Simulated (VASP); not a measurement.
```xyz
12
Lattice="9.4636 0.0000 0.0000 0.0000 2.9676 0.0000 0.0000 0.0000 4.8778" Properties=species:S:1:pos:R:3 pbc="T T T"
Ti     6.0258     0.7419     2.7881
Ti     3.4379     2.2257     2.0897
Ti     8.1697     2.2257     0.3492
Ti     1.2940     0.7419     4.5286
O      4.4567     0.7419     1.4369
O      5.0069     2.2257     3.4409
O      0.2751     2.2257     3.8758
O      9.1886     0.7419     1.0020
O      2.5338     0.7419     3.1044
O      6.9298     2.2257     1.7734
O      2.1980     2.2257     0.6655
O      7.2656     0.7419     4.2123
```

Calculation: r2SCAN meta-GGA, VASP's PBE PAW potentials (set 64) (plane waves; VASP). Numerical set-up: 520 eV cut-off, 3×8×5 Γ-centred mesh, tetrahedra with Blöchl corrections, potentials Ti_sv O.

The path is coarsely sampled, so an indirect gap can come out somewhat too large.

Q: Give the energies of bands 43 to 56 at the high-symmetry points, in eV from the valence-band maximum.

A: 
```csv
band,Γ,X,S,Y,Z,U,R,T
43,-1.04,-0.85,-1.52,-1.40,-1.05,-1.07,-1.40,-1.23
44,-0.75,-0.85,-1.52,-1.40,-1.05,-1.07,-1.40,-1.23
45,-0.66,-0.46,-1.14,-1.38,-0.84,-0.87,-0.77,-0.82
46,-0.27,-0.46,-1.14,-1.38,-0.84,-0.87,-0.77,-0.82
47,-0.12,-0.32,-1.14,-1.04,-0.67,-0.33,-0.77,-0.70
48,0.00,-0.32,-1.14,-1.04,-0.67,-0.33,-0.77,-0.70
49,3.01,3.21,3.35,3.25,3.26,3.29,3.38,3.36
50,3.14,3.21,3.35,3.25,3.26,3.29,3.38,3.36
51,3.28,3.44,3.35,3.42,3.45,3.34,3.38,3.39
52,3.48,3.44,3.35,3.42,3.45,3.34,3.38,3.39
53,3.55,3.47,4.00,4.00,3.51,3.61,3.99,3.96
54,3.59,3.47,4.00,4.00,3.51,3.61,3.99,3.96
55,3.77,3.82,4.00,4.01,3.96,3.84,3.99,4.04
56,3.91,3.83,4.00,4.01,3.96,3.84,4.00,4.04
```

The gap is indirect, 2.91 eV, from the valence maximum at Γ to the conduction minimum at Y-Γ at 0.50.

The structure comes from a computed database's TiO2 entry (Pnma); how it stands against other phases isn't given here. It was relaxed first.
